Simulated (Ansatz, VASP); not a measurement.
# Mg3CdS4: VASP beside Ansatz, part 2 of 2

Aim: how closely do two programs agree when they are given the same cell, functional and k mesh? The cell is generated by rule, not measured, and may not be a known phase. The cell is taken from a series of runs on this material, whose earlier steps may have relaxed, scaled, displaced or heated it; both programs get it as it stands.

VASP 6.6.1 and Ansatz 0.2.0.

So far: The starting structure; VASP: relaxation of cell and atoms, PBEsol, pair 1.

The structure was built from a prototype and need not be the compound's stable phase.

### Step 3. Ansatz: relaxation of cell and atoms, PBEsol, pair 1

Level of this step: Ansatz beside VASP: Kohn-Sham DFT, plane waves, PBEsol (Ansatz).

Ansatz runs on its default PAW (the set named soft_2) files.

The same cell, functional, mesh and smearing now go to Ansatz, which takes its cutoff from its data sets.

input.yaml reads:

```yaml
crystal:
  lattice:
    - [2.8496500252, 2.8496500252, 0.0]
    - [-2.8496500252, 2.8496500252, 0.0]
    - [0.0, 0.0, 11.375520094]
  atoms:
    - { symbol: Cd, position: [0.0, 0.0, 0.0] }
    - { symbol: Mg, position: [0.5, 0.5, 0.254642418] }
    - { symbol: Mg, position: [0.0, 0.0, 0.5] }
    - { symbol: Mg, position: [0.5, 0.5, 0.745357582] }
    - { symbol: S, position: [0.5, 0.0, 0.1324673948] }
    - { symbol: S, position: [1.0, 0.5, 0.3772481593] }
    - { symbol: S, position: [0.5, 0.0, 0.6227518407] }
    - { symbol: S, position: [1.0, 0.5, 0.8675326052] }
kpoints:
  mp_grid: { grid: [6, 6, 2] }
hamiltonian:
  xc: pbesol
scf:
  occupations: { method: gaussian, width: 0.02 }
output:
  forces: true
  stress: true
  eigenvalues: true
  write_density: true
  write_potential: true
  elf: true
  volumetric_format: npy
relax:
  adjacent_minimum: "off"
  f_tol: 0.005
  max_steps: 80
  cell: { stress_tol: 0.05 }
```

Run with:

```console
> ansatz run input.yaml --threads 4 --pin off --max-ram 14336MiB --backend cpu --events-out ev --progress --plain --runs-dir out
```

Numbers of over 12 decimals in the logs are rounded to 6 here.

The log of the run:

```text
Engine: ansatz 0.2.0, aarch64-unknown-linux-gnu
Pseudopotentials: kind: paw
Pseudopotential: Cd, paw, valence charge 20, recommended cutoff 420 eV (normal), Cd.paw.azcp
Pseudopotential: Mg, paw, valence charge 10, recommended cutoff 420 eV (normal), Mg.paw.azcp
Pseudopotential: S, paw, valence charge 6, recommended cutoff 420 eV (normal), S.paw.azcp
Functional definition: PBEsol
  exchange = pbesol_x
  correlation = pbesol_c
Crystal: 8 atoms, lattice volume = 184.750 Å³
Basis set: ecut = 420 eV, 3631 PW (Γ), exchange–correlation on 54×54×160 points (8 copies of the dense FFT grid, shifted against one another)
Bands: 45, of which v1, the nominal top of the filled ones, is band 37 counted from 1 (36 counted from 0)
Symmetry: 8 space group operations
Space group: P-4m2 (ITA 115), of the structure as read, at distance tolerance 5.7e-5 Å
k-points: 20 of 72
Non-local potential: Cd, projectors of the file, l = 0: 3, l = 1: 2, l = 2: 2, l = 3: 1
Non-local potential: Mg, projectors of the file, l = 0: 3, l = 1: 2, l = 2: 1
Non-local potential: S, projectors of the file, l = 0: 2, l = 1: 2, l = 2: 2
PAW form: soft (Blöchl's): semilocal exchange-correlation on the pseudo side does not see the compensation charge
PAW frozen core: Cd, regenerated for the run's functional, and the local potential with it (the file was generated under x = pbe(κ = 0.804, μ = 0.219515), c = pbe(β = 0.066725))
PAW frozen core: Mg, regenerated for the run's functional, and the local potential with it (the file was generated under x = pbe(κ = 0.804, μ = 0.219515), c = pbe(β = 0.066725))
PAW frozen core: S, regenerated for the run's functional, and the local potential with it (the file was generated under x = pbe(κ = 0.804, μ = 0.219515), c = pbe(β = 0.066725))
PAW one-centre angular grid: Cd, 590 points (default); XC on 64 Gauss nodes
PAW one-centre angular grid: Mg, 110 points (default); XC on 64 Gauss nodes
PAW one-centre angular grid: S, 110 points (default); XC on 64 Gauss nodes
Initial density: superposition of atomic densities (neutral atoms: chi_scale 0, normalization atom), corrected by the library's trained network
Initial wavefunctions: pseudopotential atomic-orbital guess
Functional: x = pbesol(κ = 0.804, μ = 0.123457), c = pbesol(β = 0.046)
SCF iter   1: F=—  HF=-17469.515203 eV  |F-HF|=—  |Δ(HF+E_count)|=         —  Δρ=4.00e-3  dr2=4.59e-2  ethr=1.77e-3  ⟨swp⟩=8.3  Hψ=3717  notcnv=0
preconditioner: auto → Resta (q_TF=auto, 2.342 Å⁻¹)  ε∞=4.0  [insulator: Δε(μ)=2.433 eV  Ē_g=10.231 eV  σ=0.020 eV  W_gap=1.00  n_scr=48 (ndim 8)  ℏωp=17.7 eV  f_vac=0.044  D(μ)=0.00/eV (n_scr^D=0)  ε∞_Penn≈4.0]
SCF iter   2: F=—  HF=-17469.504574 eV  |F-HF|=—  |Δ(HF+E_count)|=   1.06e-2  Δρ=1.58e-3  dr2=7.84e-3  ethr=6.20e-5  ⟨swp⟩=2.1  Hψ=1424  notcnv=0  defer=63
SCF iter   3: F=—  HF=-17469.502918 eV  |F-HF|=—  |Δ(HF+E_count)|=   1.66e-3  Δρ=4.20e-4  dr2=3.95e-4  ethr=1.06e-5  ⟨swp⟩=2.0  Hψ=1336  notcnv=0  defer=63
SCF iter   4: F=—  HF=-17469.503023 eV  |F-HF|=—  |Δ(HF+E_count)|=   1.05e-4  Δρ=1.28e-4  dr2=4.79e-5  ethr=5.34e-7  ⟨swp⟩=2.0  Hψ=1071  notcnv=0  defer=63
SCF iter   5: F=—  HF=-17469.502992 eV  |F-HF|=—  |Δ(HF+E_count)|=   3.08e-5  Δρ=3.90e-5  dr2=2.58e-6  ethr=6.47e-8  ⟨swp⟩=2.0  Hψ=1497  notcnv=0  defer=63
SCF iter   6: F=—  HF=-17469.502995 eV  |F-HF|=—  |Δ(HF+E_count)|=   3.27e-6  Δρ=1.75e-5  dr2=4.66e-7  ethr=3.49e-9  ⟨swp⟩=2.0  Hψ=1497  notcnv=0  defer=63
SCF iter   7: F=-17469.502995 eV  HF=-17469.502995 eV  |F-HF|=2.26e-8  |Δ(HF+E_count)|=   9.46e-8  Δρ=2.84e-6  dr2=1.77e-8  ethr=1.35e-10  ⟨swp⟩=13.8  Hψ=6237  notcnv=0
SCF 1 converged in 7 iterations: F = -17469.502995 eV  dr2 = 1.77e-8
  greatest PAW one-centre occupation: 1.000 electrons in one spin orbital (limit 2), on the Cd atom at site 0 (counted from 0), in its partial waves of l = 0
relax step   1: F+E_penalty+E_count = -17469.50299546 eV  Δ(F+E_penalty+E_count) = +0.000e0 eV  max|allowed force component| = 3.556e-2 eV/Å  Δτ_max = 0.0000 Å  P = -0.040 GPa  Ω = 184.750 Å³  (7 SCF iters, dr2 threshold 1.00e-7 eV, accepted)
[...]
relax step   2: F+E_penalty+E_count = -17469.50332102 eV  Δ(F+E_penalty+E_count) = -3.256e-4 eV  max|allowed force component| = 7.972e-3 eV/Å  Δτ_max = 0.0035 Å  P = -0.010 GPa  Ω = 184.650 Å³  energy of the carried Pulay correction = +5.647e-6 eV  (5 SCF iters, dr2 threshold 7.90e-8 eV, accepted)
[...]
relax step   3: F+E_penalty+E_count = -17469.50341352 eV  Δ(F+E_penalty+E_count) = -9.249e-5 eV  max|allowed force component| = 3.630e-3 eV/Å  Δτ_max = 0.0014 Å  P = +0.001 GPa  Ω = 184.604 Å³  energy of the carried Pulay correction = +8.199e-6 eV  (5 SCF iters, dr2 threshold 6.60e-9 eV, accepted)
[...]
relax step   4: F+E_penalty+E_count = -17469.50340035 eV  Δ(F+E_penalty+E_count) = +1.317e-5 eV  max|allowed force component| = 3.626e-3 eV/Å  Δτ_max = 0.0000 Å  P = +0.001 GPa  Ω = 184.604 Å³  stress off target by 6.44e-3 GPa  SCF on the basis re-selected at this cell (its energy is not comparable with the rows above)  (4 SCF iters)
basis re-selected at this cell: Δ(F+E_penalty+E_count) = +1.317e-5 eV, ΔP = +0.000 GPa vs the last step (what re-selecting the basis moved, of the pressure what is left beyond the Pulay correction that the steps carried, after the strain that the cell walked since its last selection, with what the two solves' SCF thresholds leave and, on support functions, any second-order correction that the steps lacked; it is no m [...]
SCF converged after 4 iterations
Free energy (F): -17469.503400 eV
Harris-Foulkes:  -17469.503400 eV  (|F-HF|=1.82e-11)
Internal energy: -17469.503400 eV  (E = F + TS)
E sigma→0 (E₀):  -17469.503400 eV
Fermi energy:    5.490923 eV
--- Per-component energies (eV) ---
  E_band       = -1630.816304
  E_kinetic    = 1162.701062
  E_local      = -10242.154262  (includes V_loc(G=0)·N_el)
  E_nonlocal   = 438.727537
  E_hartree    = 4167.060692
  E_xc         = -647.977507
  E_vxc        = -684.730263  (∫ρ·V_xc dr)
  E_paw        = -7194.328927  (= ΣΔE_a)
  E_vpaw       = -639.481790  (= ΣTr[D̂ρ^β])
  E_aug_tail   = 0.000009  (compensation charges beyond the density's cutoff)
  E_ewald      = -5154.298349
  E_core_change = 0.766344  (= ΣΔE_core)
  E_smearing   = -0.000000  (= −TS)
  E_closure    = -0.000000  (closes the sum)
  Σ components = -17469.503400   (vs F -17469.503400, Δ=0.00e0)
--- Forces (eV/Å), atoms counted from 1 ---
  atom   1  Cd    -0.00000000     0.00000000     0.00000000
  atom   2  Mg    -0.00000000     0.00000000     0.00196465
  atom   3  Mg    -0.00000000    -0.00000000     0.00000000
  atom   4  Mg     0.00000000    -0.00000000    -0.00196465
  atom   5  S     -0.00000000     0.00000000    -0.00362634
  atom   6  S     -0.00000000    -0.00000000    -0.00028315
  atom   7  S     -0.00000000     0.00000000     0.00028315
  atom   8  S      0.00000000     0.00000000     0.00362634
  max |Σ_I F_I| component: 2.43e-17 eV/Å
--- Stress (GPa, compression-positive) ---
        0.004632       0.000000      -0.000000
        0.000000       0.004632      -0.000000
        0.000000      -0.000000      -0.006445
  P = ⅓ Tr σ = 0.0009 GPa (0.009 kbar)
--- Band table (eV; the first three rows and the last of 20) ---
  k-point 0: bands = [... 33 lower, 3.4662, 4.1089, 4.2357, 4.2357, 6.7460, 7.7975, 8.8281, 8.8421, ... 4 higher]
  k-point 1: bands = [... 33 lower, 3.6827, 3.6827, 4.1619, 4.1619, 7.4408, 7.9765, 8.0775, 8.4158, ... 4 higher]
  k-point 2: bands = [... 33 lower, 3.5137, 3.6396, 3.9191, 4.2022, 7.5165, 8.2980, 9.0326, 9.1746, ... 4 higher]
  k-point 19: bands = [... 33 lower, 2.6283, 2.7116, 2.7283, 2.7283, 8.3202, 8.3202, 8.6231, 8.6231, ... 4 higher]
--- Relaxed structure (3 steps of the walk, 3 accepted, 1 SCFs on fresh bases) ---
  F+E_penalty+E_count = -17469.50340035 eV   max|allowed force component| = 3.626e-3 eV/Å   (the final SCF, on the basis selected at the relaxed cell)
  cell:  # Å, volume = 184.6042 Å³
    - [2.853840, 2.853840, 0]
    - [-2.853840, 2.853840, 0]
    - [0.0, 0, 11.333194]
  atoms:
    - { symbol: Cd, position: [0, 0, 0] }
    - { symbol: Mg, position: [0.5, 0.5, 0.254311] }
    - { symbol: Mg, position: [0, 0, 0.5] }
    - { symbol: Mg, position: [0.5, 0.5, 0.745689] }
    - { symbol: S, position: [0.5, 0, 0.132626] }
    - { symbol: S, position: [1.0, 0.5, 0.377136] }
    - { symbol: S, position: [0.5, 0, 0.622864] }
    - { symbol: S, position: [1.0, 0.5, 0.867374] }
```

### Step 4. Differences

Known differences besides the potentials themselves: the data sets hold 74 valence electrons in Ansatz (on its default PAW (the set named soft_2) files) and 42 in VASP; the cutoff is 420 eV in Ansatz and 600 eV in VASP; Ansatz makes its cores anew for this functional, VASP keeps those of its PBE data sets; Ansatz adds a Pulay correction to the stress that steers its cell, VASP none. Total energies have different zeros and are not compared.

The two programs side by side:

| quantity | Ansatz | VASP | difference |
| --- | --- | --- | --- |
| volume (Å³) | 184.60 | 184.73 | -0.07 % |
| edge a after relaxation, in the typed setting (Å) | 4.036 | 4.037 | -0.03 % |
| edge c after relaxation, in the typed setting (Å) | 11.333 | 11.334 | +0.00 % |

### Step 5. VASP: relaxation of cell and atoms, PBEsol, pair 2

The relaxed volume is the usual yardstick between codes: in a stiff, nearly cubic crystal its relative difference is about their pressure difference at one cell divided by the bulk modulus.

INCAR reads:

```
SYSTEM = Mg3CdS4
PREC = Accurate
ENCUT = 600
EDIFF = 1E-07
NELM = 120
ISMEAR = 0
SIGMA = 0.01
LREAL = .FALSE.
ALGO = Normal
GGA = PS
NBANDS = 29
LORBIT = 11
LWAVE = .FALSE.
LCHARG = .FALSE.
ISIF = 3
IBRION = 2
NSW = 80
EDIFFG = -0.005
LASPH = .TRUE.
GGA_COMPAT = .FALSE.
NELMIN = 4
EFERMI = MIDGAP
KPAR = 2
```

POSCAR reads:

```
Mg3CdS4
1.0
    2.8538400000      2.8538400000      0.0000000000
   -2.8538400000      2.8538400000      0.0000000000
    0.0000000000      0.0000000000     11.3331940000
Cd Mg S
1 3 4
Direct
    0.0000000000      0.0000000000      0.0000000000
    0.5000000000      0.5000000000      0.2543111854
    0.0000000000      0.0000000000      0.5000000000
    0.5000000000      0.5000000000      0.7456887264
    0.5000000000      0.0000000000      0.1326262482
    0.0000000000      0.5000000000      0.3771363130
    0.5000000000      0.0000000000      0.6228636870
    0.0000000000      0.5000000000      0.8673737518
```

KPOINTS reads:

```
Automatic mesh
0
Gamma
8 8 2
0 0 0
```

Potentials, in the order of the species: Cd, Mg and S (PBE family, release 64).

Run with:

```console
> mpirun -np 2 vasp_std
```

The log of the run:

```text
[banner, memory and clock lines left out]
running    2 mpi-ranks, on    1 nodes
[...]
[... a notice as in an earlier step ...]

 LDA part: xc-table for (Slater+PW92), standard interpolation
 POSCAR, INCAR and KPOINTS ok, starting setup
[...]
entering main loop
       N       E                     dE             d eps       ncg     rms          rms(c)
DAV:   1     0.243366217282E+03    0.24337E+03   -0.19230E+04  1740   0.137E+03
DAV:   2    -0.144615857597E+02   -0.25783E+03   -0.24861E+03  2159   0.256E+02
DAV:   3    -0.352859855065E+02   -0.20824E+02   -0.20738E+02  2087   0.728E+01
DAV:   4    -0.356079904618E+02   -0.32200E+00   -0.32166E+00  2152   0.100E+01
[...]
DAV:  14    -0.335626711699E+02   -0.18246E-05   -0.28650E-06  1923   0.802E-03    0.542E-03
DAV:  15    -0.335626711885E+02   -0.18594E-07   -0.13329E-06  2221   0.851E-03    0.283E-03
DAV:  16    -0.335626711973E+02   -0.87871E-08   -0.47195E-07  1896   0.449E-03
   1 F= -.33562671E+02 E0= -.33562671E+02  d E =-.335627E+02
[... from here on, the cycles between the ionic steps are left out ...]
   2 F= -.33562842E+02 E0= -.33562842E+02  d E =-.170491E-03
   3 F= -.33562867E+02 E0= -.33562867E+02  d E =-.195911E-03
   4 F= -.33562939E+02 E0= -.33562939E+02  d E =-.721906E-04
   5 F= -.33562949E+02 E0= -.33562949E+02  d E =-.819333E-04
   6 F= -.33562977E+02 E0= -.33562977E+02  d E =-.275175E-04
   7 F= -.33562991E+02 E0= -.33562991E+02  d E =-.420396E-04
   8 F= -.33563002E+02 E0= -.33563002E+02  d E =-.107718E-04
 trial-energy change:   -0.000011  1 .order   -0.000011   -0.000017   -0.000005
 step:   2.2216(harm=  2.2216)  dis= 0.00130  next Energy=   -33.563003 (dE=-0.119E-04)
 reached required accuracy - stopping structural energy minimisation
```

OUTCAR, selected parts (step 5):

```text
  Total        0.0014152      0.0014152     -0.0063346      0.0000000      0.0000000     -0.0000000
  in kB        0.0122759      0.0122759     -0.0549477      0.0000000      0.0000000     -0.0000000
  external PRESSURE =      -0.0101320 kB  Pullay stress =       0.0000000 kB

 POSITION                                       TOTAL-FORCE (eV/Angst)
 -----------------------------------------------------------------------------------
      2.85450      2.85450      0.00000         0.000000      0.000000      0.000000
      0.00000      2.85450      2.88689        -0.000000     -0.000000     -0.001259
      2.85450      2.85450      5.66710         0.000000      0.000000      0.000000
      0.00000      2.85450      8.44732         0.000000     -0.000000      0.001259
      1.42725      1.42725      1.50979         0.000000      0.000000      0.000691
     -1.42725      1.42725      4.27654         0.000000     -0.000000      0.002533
     -1.42725      4.28176      7.05767        -0.000000      0.000000     -0.002533
     -1.42725      1.42725      9.82441        -0.000000     -0.000000     -0.000691
 -----------------------------------------------------------------------------------
    total drift:                                0.000000      0.000000     -0.000030

  FREE ENERGIE OF THE ION-ELECTRON SYSTEM (eV)
  ---------------------------------------------------
  free  energy   TOTEN  =       -33.5630018534 eV

  energy  without entropy=      -33.5630018534  energy(sigma->0) =      -33.56300185

[... 1 part as in an earlier step ...]

[... 3 further parts left out ...]
[key lines of the parts left out:]
E-fermi :   2.4588
```

### Step 6. Ansatz: relaxation of cell and atoms, PBEsol, pair 2

The same cell, functional and mesh now go to Ansatz, which takes its cutoff from its data sets.

The cell is taken from a series of runs on this material, whose earlier steps may have relaxed, scaled, displaced or heated it; both programs get it as it stands.

input.yaml reads:

```yaml
crystal:
  lattice:
    - [2.853839687, 2.853839687, 0.0]
    - [-2.853839687, 2.853839687, 0.0]
    - [0.0, 0.0, 11.3331939903]
  atoms:
    - { symbol: Cd, position: [0.0, 0.0, 0.0] }
    - { symbol: Mg, position: [0.5, 0.5, 0.2543112291] }
    - { symbol: Mg, position: [0.0, 0.0, 0.5] }
    - { symbol: Mg, position: [0.5, 0.5, 0.7456887709] }
    - { symbol: S, position: [0.5, 0.0, 0.1326262604] }
    - { symbol: S, position: [1.0, 0.5, 0.3771363096] }
    - { symbol: S, position: [0.5, 0.0, 0.6228636904] }
    - { symbol: S, position: [1.0, 0.5, 0.8673737396] }
kpoints:
  mp_grid: { grid: [8, 8, 2] }
hamiltonian:
  xc: pbesol
scf:
  occupations: { method: fixed }
output:
  forces: true
  stress: true
  eigenvalues: true
relax:
  adjacent_minimum: "off"
  f_tol: 0.001
  max_steps: 60
  cell: { stress_tol: 0.01 }
```

Run with:

```console
> ansatz run input.yaml --threads 4 --pin off --max-ram 14336MiB --backend cpu --events-out ev --progress --plain --runs-dir out
```

The log of the run:

```text
[...]
Crystal: 8 atoms, lattice volume = 184.604 Å³
Basis set: ecut = 420 eV, 3605 PW (Γ), exchange–correlation on 54×54×160 points (8 copies of the dense FFT grid, shifted against one another)
Bands: 45, of which v1, the nominal top of the filled ones, is band 37 counted from 1 (36 counted from 0)
Symmetry: 8 space group operations
[...]
k-points: 30 of 128
[...]
- [-2.853871, 2.853871, 0]
    - [0.0, 0, 11.332653]
  atoms:
    - { symbol: Cd, position: [0, 0, 0.0] }
    - { symbol: Mg, position: [0.5, 0.5, 0.254306] }
    - { symbol: Mg, position: [0, 0, 0.500000] }
    - { symbol: Mg, position: [0.5, 0.5, 0.745694] }
    - { symbol: S, position: [0.5, 0, 0.132586] }
    - { symbol: S, position: [1.000000, 0.500000, 0.377131] }
    - { symbol: S, position: [0.5, 0, 0.622869] }
    - { symbol: S, position: [1.000000, 0.500000, 0.867414] }
[key lines of the parts left out:]
SCF converged after 6 iterations
Free energy (F): -17469.504642 eV
Fermi energy:    4.235932 eV
P = ⅓ Tr σ = 0.0017 GPa (0.017 kbar)
```

### Step 7. Differences

What differs besides the data sets and the points named for the pairs above, as far as they apply: fixed occupations in Ansatz, narrow Gaussian smearing in VASP; the data sets hold 74 valence electrons in Ansatz (on its default PAW (the set named soft_2) files) and 42 in VASP. Total energies have different zeros and are not compared.

Compared:

| quantity | Ansatz | VASP | difference |
| --- | --- | --- | --- |
| volume (Å³) | 184.60 | 184.71 | -0.06 % |
| edge a after relaxation, in the typed setting (Å) | 4.036 | 4.037 | -0.02 % |
| edge c after relaxation, in the typed setting (Å) | 11.333 | 11.334 | -0.01 % |

### Step 8. Outcome

```yaml
difference_in_volume_relaxation_of_cell_and_atoms_pbesol_pair_1: -0.070 %
difference_in_volume_relaxation_of_cell_and_atoms_pbesol_pair_2: -0.058 %
```

What this shows: The difference in volume is -0.070 % (relaxation of cell and atoms, PBEsol, pair 1), within the 1.2 % picked in this series as the mark of a large difference, as far as the stopping tolerances let one tell. The data sets hold unlike numbers of valence electrons (74 in Ansatz and 42 in VASP), so part of the differences comes from the potentials. 1 further run of this series is not shown here. How closely two codes agree says nothing of how well the functional describes the real material.

[Lines on the potential files, build, host, timing and source positions are cut from VASP's logs without a mark.]

[Logs are printed without paths, hosts, clocks, repeated set-up lines and the standing remarks that a program may print on its own settings, such as how far it seeks lower states.]

[Hosts, paths, dates, database ids (printed as entryN), source tags and the programs' standing remarks are cut or masked in the printed files.]
